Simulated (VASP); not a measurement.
These are PBE GGA, VASP's PBE PAW potentials (set 64) (plane waves; VASP 6.6.1) values and carry that method's errors.

A VASP calculation is set up with these files.

### INCAR
```
! general
SYSTEM =Pb27Te27
PREC   =Normal
ENCUT  =400
LREAL  =Auto
LASPH  =.TRUE.
SYMPREC=1E-4

! electronic loop
EDIFF  =1E-6
NELM   =100
NELMIN =4
ALGO   =Fast
LMAXMIX=4

! smearing
ISMEAR =0
SIGMA  =0.05

! functional
GGA    =PE

! output
LWAVE  =.FALSE.
LCHARG =.FALSE.
LORBIT =11
LVHAR  =.TRUE.
```

### POSCAR
```
Pb27Te27
1
    0.0000000000     9.8416856314     9.8416856314
    9.8416856314     0.0000000000     9.8416856314
    9.8416856314     9.8416856314     0.0000000000
Te Pb
27 27
Direct
  0.0000000000   0.0000000000   0.0000000000
  0.0000000000   0.0000000000   0.3333330000
  0.0000000000   0.0000000000   0.6666670000
  0.0000000000   0.3333330000   0.0000000000
  0.0000000000   0.3333330000   0.3333330000
  0.0000000000   0.3333330000   0.6666670000
  0.0000000000   0.6666670000   0.0000000000
  0.0000000000   0.6666670000   0.3333330000
  0.0000000000   0.6666670000   0.6666670000
  0.3333330000   0.0000000000   0.0000000000
  0.3333330000   0.0000000000   0.3333330000
  0.3333330000   0.0000000000   0.6666670000
  0.3333330000   0.3333330000   0.0000000000
  0.3333330000   0.3333330000   0.3333330000
  0.3333330000   0.3333330000   0.6666670000
  0.3333330000   0.6666670000   0.0000000000
  0.3333330000   0.6666670000   0.3333330000
  0.3333330000   0.6666670000   0.6666670000
  0.6666670000   0.0000000000   0.0000000000
  0.6666670000   0.0000000000   0.3333330000
  0.6666670000   0.0000000000   0.6666670000
  0.6666670000   0.3333330000   0.0000000000
  0.6666670000   0.3333330000   0.3333330000
  0.6666670000   0.3333330000   0.6666670000
  0.6666670000   0.6666670000   0.0000000000
  0.6666670000   0.6666670000   0.3333330000
  0.6666670000   0.6666670000   0.6666670000
  0.1666670000   0.1666670000   0.1666670000
  0.1666670000   0.1666670000   0.5000000000
  0.1666670000   0.1666670000   0.8333330000
  0.1666670000   0.5000000000   0.1666670000
  0.1666670000   0.5000000000   0.5000000000
  0.1666670000   0.5000000000   0.8333330000
  0.1666670000   0.8333330000   0.1666670000
  0.1666670000   0.8333330000   0.5000000000
  0.1666670000   0.8333330000   0.8333330000
  0.5000000000   0.1666670000   0.1666670000
  0.5000000000   0.1666670000   0.5000000000
  0.5000000000   0.1666670000   0.8333330000
  0.5000000000   0.5000000000   0.1666670000
  0.5000000000   0.5000000000   0.5000000000
  0.5000000000   0.5000000000   0.8333330000
  0.5000000000   0.8333330000   0.1666670000
  0.5000000000   0.8333330000   0.5000000000
  0.5000000000   0.8333330000   0.8333330000
  0.8333330000   0.1666670000   0.1666670000
  0.8333330000   0.1666670000   0.5000000000
  0.8333330000   0.1666670000   0.8333330000
  0.8333330000   0.5000000000   0.1666670000
  0.8333330000   0.5000000000   0.5000000000
  0.8333330000   0.5000000000   0.8333330000
  0.8333330000   0.8333330000   0.1666670000
  0.8333330000   0.8333330000   0.5000000000
  0.8333330000   0.8333330000   0.8333330000
```

KPOINTS:
```
Automatic mesh
0
Gamma
1 1 1
0 0 0
```

POTCAR, in this order: Te Pb (PBE.64 set). Program: vasp_gam. Read from the step before: WAVECAR.

What VASP printed:

OSZICAR:
```
       N       E                     dE             d eps       ncg     rms          rms(c)
DAV:   1    -0.204820717431E+03   -0.20482E+03   -0.50562E-04   376   0.253E-02    0.300E-02
RMM:   2    -0.204820687635E+03    0.29797E-04   -0.85039E-05   343   0.123E-02    0.210E-02
RMM:   3    -0.204820686158E+03    0.14770E-05   -0.52561E-05   357   0.782E-03    0.376E-03
RMM:   4    -0.204820685531E+03    0.62688E-06   -0.50266E-06   301   0.339E-03
   1 F= -.20482069E+03 E0= -.20482069E+03  d E =-.827438E-15
```

**OUTCAR**
```
------------------------ aborting loop because EDIFF is reached ----------------------------------------
  FORCE on cell =-STRESS in cart. coord.  units (eV):
  Direction    XX          YY          ZZ          XY          YZ          ZX
  --------------------------------------------------------------------------------------
  Total       -1.3879198     -1.3879198     -1.3879198      0.0000000     -0.0000000      0.0000000
  in kB       -1.1663704     -1.1663704     -1.1663704      0.0000000     -0.0000000      0.0000000
  external PRESSURE =      -1.1663704 kB  Pullay stress =       0.0000000 kB
  volume of cell :     1906.51
      direct lattice vectors                 reciprocal lattice vectors
     0.000000000  9.841685631  9.841685631    -0.050804305  0.050804305  0.050804305
     9.841685631  0.000000000  9.841685631     0.050804305 -0.050804305  0.050804305
     9.841685631  9.841685631  0.000000000     0.050804305  0.050804305 -0.050804305
  FREE ENERGIE OF THE ION-ELECTRON SYSTEM (eV)
  ---------------------------------------------------
  free  energy   TOTEN  =      -204.8206855309 eV

  energy  without entropy=     -204.8206855309  energy(sigma->0) =     -204.82068553

 total charge

# of ion       s       p       d       tot
------------------------------------------
    1        1.383   1.981   0.015   3.380
    2        1.383   1.981   0.015   3.380
    3        1.383   1.981   0.015   3.380
    4        1.383   1.981   0.015   3.380
    5        1.383   1.981   0.015   3.380
    6        1.383   1.981   0.015   3.380
    7        1.383   1.981   0.015   3.380
    8        1.383   1.981   0.015   3.380
    9        1.383   1.981   0.015   3.380
   10        1.383   1.981   0.015   3.380
   11        1.383   1.981   0.015   3.380
   12        1.383   1.981   0.015   3.380
   13        1.383   1.981   0.015   3.380
   14        1.383   1.981   0.015   3.380
   15        1.383   1.981   0.015   3.380
   16        1.383   1.981   0.015   3.380
   17        1.383   1.981   0.015   3.380
   18        1.383   1.981   0.015   3.380
   19        1.383   1.981   0.015   3.380
   20        1.383   1.981   0.015   3.380
   21        1.383   1.981   0.015   3.380
   22        1.383   1.981   0.015   3.380
   23        1.383   1.981   0.015   3.380
   24        1.383   1.981   0.015   3.380
   25        1.383   1.981   0.015   3.380
   26        1.383   1.981   0.015   3.380
   27        1.383   1.981   0.015   3.380
   28        1.775   1.030   0.094   2.899
   29        1.775   1.030   0.094   2.899
   30        1.775   1.030   0.094   2.899
   31        1.775   1.030   0.094   2.899
   32        1.775   1.030   0.094   2.899
   33        1.775   1.030   0.094   2.899
   34        1.775   1.030   0.094   2.899
   35        1.775   1.030   0.094   2.899
   36        1.775   1.030   0.094   2.899
   37        1.775   1.030   0.094   2.899
   38        1.775   1.030   0.094   2.899
   39        1.775   1.030   0.094   2.899
   40        1.775   1.030   0.094   2.899
   41        1.775   1.030   0.094   2.899
   42        1.775   1.030   0.094   2.899
   43        1.775   1.030   0.094   2.899
   44        1.775   1.030   0.094   2.899
   45        1.775   1.030   0.094   2.899
   46        1.775   1.030   0.094   2.899
   47        1.775   1.030   0.094   2.899
   48        1.775   1.030   0.094   2.899
   49        1.775   1.030   0.094   2.899
   50        1.775   1.030   0.094   2.899
   51        1.775   1.030   0.094   2.899
   52        1.775   1.030   0.094   2.899
   53        1.775   1.030   0.094   2.899
   54        1.775   1.030   0.094   2.899
--------------------------------------------------
tot         85.279  81.297   2.946 169.522
```
(Selected blocks of OUTCAR.)

The supercell is sampled at Γ alone, which is coarse: total energies, pressure and levels can be off, energies of defects by several tenths of an eV.

The cell is a supercell, built from a database entry that may be metastable or hypothetical.
